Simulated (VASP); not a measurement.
Output of a VASP run:

File OUTCAR:
```
 ion  position               nearest neighbor table
   1  0.333  0.667  0.035-   4 2.37   4 2.37   4 2.37   3 2.49
   2  0.667  0.333  0.535-   3 2.37   3 2.37   3 2.37   4 2.49
   3  0.333  0.667  0.340-   2 2.37   2 2.37   2 2.37   1 2.49
   4  0.667  0.333  0.840-   1 2.37   1 2.37   1 2.37   2 2.49
  LATTYP: Found a hexagonal cell.
 ALAT       =     3.0207831428
 C/A-ratio  =     2.7055843794
 Subroutine PRICEL returns:
 Original cell was already a primitive cell.
 Subroutine GETGRP returns: Found 12 space group operations
The static configuration has the point symmetry C_3v.
 The point group associated with its full space group is C_6v.
The dynamic configuration has the point symmetry C_3v.
 Subroutine INISYM returns: Found 12 space group operations
 Subroutine IBZKPT returns following result:
 Found     48 irreducible k-points:

 Following reciprocal coordinates:
            Coordinates               Weight
  0.000000  0.000000  0.000000      1.000000
  0.090909  0.000000  0.000000      6.000000
  0.181818  0.000000  0.000000      6.000000
  0.272727  0.000000  0.000000      6.000000
  0.363636  0.000000  0.000000      6.000000
  0.454545 -0.000000  0.000000      6.000000
  0.090909  0.090909  0.000000      6.000000
  0.181818  0.090909  0.000000     12.000000
  0.272727  0.090909  0.000000     12.000000
  0.363636  0.090909  0.000000     12.000000
  0.454545  0.090909  0.000000      6.000000
  0.181818  0.181818  0.000000      6.000000
  0.272727  0.181818  0.000000     12.000000
  0.363636  0.181818  0.000000     12.000000
  0.272727  0.272727  0.000000      6.000000
  0.363636  0.272727  0.000000      6.000000
  0.000000  0.000000  0.250000      2.000000
  0.090909  0.000000  0.250000     12.000000
  0.181818  0.000000  0.250000     12.000000
  0.272727  0.000000  0.250000     12.000000
  0.363636  0.000000  0.250000     12.000000
  0.454545 -0.000000  0.250000     12.000000
  0.090909  0.090909  0.250000     12.000000
  0.181818  0.090909  0.250000     24.000000
  0.272727  0.090909  0.250000     24.000000
  0.363636  0.090909  0.250000     24.000000
  0.454545  0.090909  0.250000     12.000000
  0.181818  0.181818  0.250000     12.000000
  0.272727  0.181818  0.250000     24.000000
  0.363636  0.181818  0.250000     24.000000
  0.272727  0.272727  0.250000     12.000000
  0.363636  0.272727  0.250000     12.000000
  0.000000  0.000000  0.500000      1.000000
  0.090909  0.000000  0.500000      6.000000
  0.181818  0.000000  0.500000      6.000000
  0.272727  0.000000  0.500000      6.000000
  0.363636  0.000000  0.500000      6.000000
  0.454545 -0.000000  0.500000      6.000000
  0.090909  0.090909  0.500000      6.000000
  0.181818  0.090909  0.500000     12.000000
   k-points           NKPTS =     48   k-points in BZ     NKDIM =     48   number of bands    NBANDS=     24
   number of dos      NEDOS =    301   number of ions     NIONS =      4
   total plane-waves  NPLWV =  21600
   dimension x,y,z NGX =    20 NGY =   20 NGZ =   54
   dimension x,y,z NGXF=    40 NGYF=   40 NGZF=  108
   ions per type =               2   2
   PREC   = accura    normal or accurate (medium, high low for compatibility)
   ISTART =      0    job   : 0-new  1-cont  2-samecut
   ICHARG =      2    charge: 1-file 2-atom 10-const
   ISPIN  =      1    spin polarized calculation?
   LNONCOLLINEAR =      F non collinear calculations
   LSORBIT =      F    spin-orbit coupling
   INIWAV =      1    electr: 0-lowe 1-rand  2-diag
   ENCUT  =  400.0 eV  29.40 Ry    5.42 a.u.   4.93  4.93 13.33*2*pi/ulx,y,z
   NELM   =    100;   NELMIN=  2; NELMDL= -5     # of ELM steps
   EDIFF  = 0.1E-05   stopping-criterion for ELM
   LREAL  =      F    real-space projection
   NLSPLINE    = F    spline interpolate recip. space projectors
   LMAXMIX     =    6 max onsite mixed and CHGCAR
   VOSKOWN=      0    Vosko Wilk Nusair interpolation
...
```

### OSZICAR
```
       N       E                     dE             d eps       ncg     rms          rms(c)
DAV:   1     0.376600057058E+03    0.37660E+03   -0.20733E+04  2480   0.148E+03
DAV:   2    -0.180230899055E+02   -0.39462E+03   -0.39038E+03  2640   0.453E+02
DAV:   3    -0.362869459499E+02   -0.18264E+02   -0.17989E+02  3080   0.926E+01
DAV:   4    -0.365655699639E+02   -0.27862E+00   -0.27797E+00  2728   0.125E+01
DAV:   5    -0.365718388972E+02   -0.62689E-02   -0.62658E-02  3152   0.173E+00    0.318E+01
DAV:   6    -0.350799809225E+02    0.14919E+01   -0.64550E+00  3016   0.175E+01    0.130E+01
DAV:   7    -0.349048990753E+02    0.17508E+00   -0.70163E-01  2968   0.495E+00    0.383E+00
DAV:   8    -0.348922078236E+02    0.12691E-01   -0.99837E-02  2960   0.202E+00    0.823E-01
DAV:   9    -0.348909458828E+02    0.12619E-02   -0.42797E-03  3096   0.467E-01    0.583E-01
DAV:  10    -0.348906386057E+02    0.30728E-03   -0.28399E-03  2920   0.431E-01    0.893E-02
DAV:  11    -0.348906106704E+02    0.27935E-04   -0.31560E-04  2912   0.122E-01    0.343E-02
DAV:  12    -0.348906146165E+02   -0.39462E-05   -0.18483E-05  2816   0.349E-02    0.124E-02
DAV:  13    -0.348906161157E+02   -0.14992E-05   -0.23254E-06  2136   0.129E-02    0.411E-03
DAV:  14    -0.348906159558E+02    0.15990E-06   -0.46343E-07  1640   0.604E-03
   1 F= -.34890616E+02 E0= -.34890805E+02  d E =-.348906E+02
       N       E                     dE             d eps       ncg     rms          rms(c)
DAV:   1    -0.348923821751E+02   -0.17661E-02   -0.54715E-02  2352   0.245E+00    0.481E-01
DAV:   2    -0.348907704591E+02    0.16117E-02   -0.78384E-03  2592   0.682E-01    0.161E-01
DAV:   3    -0.348905084478E+02    0.26201E-03   -0.62647E-04  2944   0.175E-01    0.448E-02
DAV:   4    -0.348904715224E+02    0.36925E-04   -0.66358E-05  2840   0.558E-02    0.341E-02
DAV:   5    -0.348904615646E+02    0.99578E-05   -0.18862E-05  3032   0.326E-02    0.173E-02
DAV:   6    -0.348904589779E+02    0.25867E-05   -0.44899E-06  2304   0.136E-02    0.278E-03
DAV:   7    -0.348904589645E+02    0.13356E-07   -0.43497E-07  1248   0.542E-03
   2 F= -.34890459E+02 E0= -.34890645E+02  d E =0.156991E-03
       N       E                     dE             d eps       ncg     rms          rms(c)
DAV:   1    -0.348915663427E+02   -0.11074E-02   -0.26294E-02  2344   0.169E+00    0.335E-01
DAV:   2    -0.348907922754E+02    0.77407E-03   -0.37138E-03  2592   0.471E-01    0.112E-01
DAV:   3    -0.348906681215E+02    0.12415E-03   -0.30191E-04  2968   0.122E-01    0.314E-02
DAV:   4    -0.348906538755E+02    0.14246E-04   -0.30897E-05  2824   0.381E-02    0.239E-02
DAV:   5    -0.348906536757E+02    0.19976E-06   -0.94877E-06  2992   0.233E-02
   3 F= -.34890654E+02 E0= -.34890842E+02  d E =-.377199E-04
```

File OUTCAR:
```
------------------------ aborting loop because EDIFF is reached ----------------------------------------
  FORCE on cell =-STRESS in cart. coord.  units (eV):
  Direction    XX          YY          ZZ          XY          YZ          ZX
  --------------------------------------------------------------------------------------
  Total       -0.0227367     -0.0227367      0.0040247     -0.0000000      0.0000000      0.0000000
  in kB       -0.5636415     -0.5636415      0.0997721     -0.0000000      0.0000000      0.0000000
  external PRESSURE =      -0.3425036 kB  Pullay stress =       0.0000000 kB
  volume of cell :       64.63
      direct lattice vectors                 reciprocal lattice vectors
     3.021017132  0.000000000  0.000000000     0.331014343  0.191111220  0.000000000
    -1.510508566  2.616277576  0.000000000    -0.000000000  0.382222441  0.000000000
     0.000000000  0.000000000  8.177090601     0.000000000  0.000000000  0.122292885
 POSITION                                       TOTAL-FORCE (eV/Angst)
 -----------------------------------------------------------------------------------
     -0.00000      1.74419      0.28885        -0.000000      0.000000     -0.003957
      1.51051      0.87209      4.37739         0.000000     -0.000000     -0.003957
     -0.00000      1.74419      2.77756        -0.000000      0.000000      0.003957
      1.51051      0.87209      6.86611         0.000000      0.000000      0.003957
 -----------------------------------------------------------------------------------
    total drift:                               -0.002227      0.001286      0.000943
  FREE ENERGIE OF THE ION-ELECTRON SYSTEM (eV)
  ---------------------------------------------------
  free  energy   TOTEN  =       -34.8906536757 eV

  energy  without entropy=      -34.8912189597  energy(sigma->0) =      -34.89084210

 reached required accuracy - stopping structural energy minimisation
```
(Selected blocks of OUTCAR.)

### POSCAR
```
WS
1
    3.0207831428     0.0000000000     0.0000000000
   -1.5103915714     2.6160749351    -0.0000000000
    0.0000000000     0.0000000000     8.1729836848
W S
2 2
Direct
  0.3333330000   0.6666670000   0.0353051547
  0.6666670000   0.3333330000   0.5353051547
  0.3333330000   0.6666670000   0.3396948453
  0.6666670000   0.3333330000   0.8396948453
```

Problem. Reconstruct the remaining input files.

Solution. Several could match; the one computed here: the input of the run itself, PBE GGA, plane waves, VASP's PBE PAW potentials (set 64).

**INCAR**
```
SYSTEM  =  WS
PREC  =  Accurate; ENCUT  =  400; LREAL  =  .FALSE.
LASPH  =  .TRUE.
EDIFF  =  1E-6; NELM  =  100; ALGO  =  Normal
LMAXMIX  =  6
ISMEAR  =  1; SIGMA  =  0.1
GGA  =  PE
IBRION  =  2; NSW  =  60; ISIF  =  3
EDIFFG  =  -0.02
LWAVE  =  .FALSE.; LCHARG  =  .FALSE.
```

### KPOINTS
```
Automatic mesh
0
Gamma
11 11 4
0 0 0
```

POTCAR, in this order: W_sv S (PBE.64 set). Program: vasp_std.

The structure was generated: WS was put into the wurtzite type (P6_3mc), which need not be its known phase. This run relaxes it. Symmetry was kept, so distortions that lower it aren't found. The start is the result of an earlier pass.
